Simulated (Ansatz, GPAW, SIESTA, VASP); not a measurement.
# Ti3S2: 4 runs at one level of theory

```
CELL_PARAMETERS angstrom
2.71311 1.56642 3.23762
-2.71311 1.56642 3.23762
0.00000 -3.13283 3.23762
ATOMIC_POSITIONS crystal
Ti 0.00504 0.33886 0.65433
Ti 0.66145 0.00702 0.33455
Ti 0.33258 0.65915 0.99989
S 0.14899 0.19212 0.16459
S 0.83772 0.83799 0.82778
```

The cell comes from a database or a generator and needn't be the stable form of this composition.

Atoms were shifted at random by some hundredths of an Å from the given cell, which wasn't relaxed again for these runs.

Alike in all runs: task single point; functional PBEsol; k mesh 6 × 6 × 6; occupations fermi-dirac, width 0.05 eV; no spin polarisation; no spin-orbit coupling. A missing gap at this level doesn't show that the real crystal is a metal. Pressure is positive in compression and, in plane waves, holds the error of the finite cutoff, which Ansatz's Pulay term estimates and takes out.

| program and potentials | plane-wave cutoff (eV) | notes | band gap (eV) | pressure (GPa) | largest force (eV/Å) | energy over the undisturbed cell (meV/atom) |
| --- | --- | --- | --- | --- | --- | --- |
| Ansatz, Ansatz PAW | 420 | potentials made for PBE, which Ansatz adapts in part | no gap | -4.11 | 1.310 | 23.32 |
| GPAW, PAW data sets generated for this functional | 600 | - | no gap | -4.08 | 1.329 | 23.48 |
| SIESTA, files PseudoDojo sr-pbesol-0.4.1-standard, DZP (energy shift 0.003 Ry; two zetas on semicore shells) | - | atomic basis | no gap | -2.90 | 1.353 | 23.35 |
| VASP, PBE PAW files S, Ti_sv, 520 eV | 520 | potentials made for PBE | no gap | -3.93 | 1.317 | - |

Force on atom 4 (S), eV/Å:

| program and potentials | x | y | z |
| --- | --- | --- | --- |
| Ansatz, Ansatz PAW | 1.225 | -0.072 | -0.456 |
| GPAW, PAW data sets generated for this functional | 1.240 | -0.073 | -0.471 |
| SIESTA, files PseudoDojo sr-pbesol-0.4.1-standard, DZP (energy shift 0.003 Ry; two zetas on semicore shells) | 1.270 | -0.074 | -0.462 |
| VASP, PBE PAW files S, Ti_sv, 520 eV | 1.230 | -0.072 | -0.465 |

None finds a gap. The pressure spans -4.11 (Ansatz, Ansatz PAW) to -2.90 GPa (SIESTA, files PseudoDojo sr-pbesol-0.4.1-standard, DZP (energy shift 0.003 Ry; two zetas on semicore shells)). Rows in atomic bases carry the error of their basis and grid, which can be large.

The functional is the same throughout but for its coding, so the spread measures potentials, basis and numerics; runs on potential files found faulty are left out.
